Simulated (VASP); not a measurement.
```yaml
crystal:
  lattice:
    - [3.13944, 0.00000, 0.00000]
    - [-1.56972, 2.71884, 0.00000]
    - [0.00000, 0.00000, 10.80070]
  atoms:
    - { symbol: Hf, position: [0.33333, 0.66667, 0.11710] }
    - { symbol: Hf, position: [0.66667, 0.33333, 0.61710] }
    - { symbol: Hf, position: [0.66667, 0.33333, 0.88290] }
    - { symbol: Hf, position: [0.33333, 0.66667, 0.38290] }
    - { symbol: N, position: [0.00000, 0.00000, 0.00000] }
    - { symbol: N, position: [0.00000, 0.00000, 0.50000] }
    - { symbol: N, position: [0.33333, 0.66667, 0.75000] }
    - { symbol: N, position: [0.66667, 0.33333, 0.25000] }
```

Computed with PBEsol GGA, VASP's PBE PAW potentials (set 64) (plane waves; VASP 6.6.1). Settings: 520 eV cut-off, 13×13×4 Γ-centred mesh, tetrahedra with Blöchl corrections, potentials Hf_pv N.

The cores are frozen, which limits the accuracy of field gradients.

Question: Give the principal components of the electric field gradient (V/Å²) and the asymmetry η at each nucleus.

Answer: 
```json
[
 {"atom": "Hf1", "Vxx": "28.7", "Vyy": "28.7", "Vzz": "-57.5", "η": "0.00"},
 {"atom": "Hf2", "Vxx": "28.7", "Vyy": "28.7", "Vzz": "-57.5", "η": "0.00"},
 {"atom": "Hf3", "Vxx": "28.7", "Vyy": "28.7", "Vzz": "-57.5", "η": "0.00"},
 {"atom": "Hf4", "Vxx": "28.7", "Vyy": "28.7", "Vzz": "-57.5", "η": "0.00"},
 {"atom": "N5", "Vxx": "-1.9", "Vyy": "-1.9", "Vzz": "3.8", "η": "0.00"},
 {"atom": "N6", "Vxx": "-1.9", "Vyy": "-1.9", "Vzz": "3.8", "η": "0.00"},
 {"atom": "N7", "Vxx": "-2.5", "Vyy": "-2.5", "Vzz": "5.1", "η": "0.00"},
 {"atom": "N8", "Vxx": "-2.5", "Vyy": "-2.5", "Vzz": "5.1", "η": "0.00"}
]
```

The structure was generated: HfN was put into the TiAs type (P6_3/mmc), which need not be its known phase. It was relaxed first, which changed the volume by -27 %.
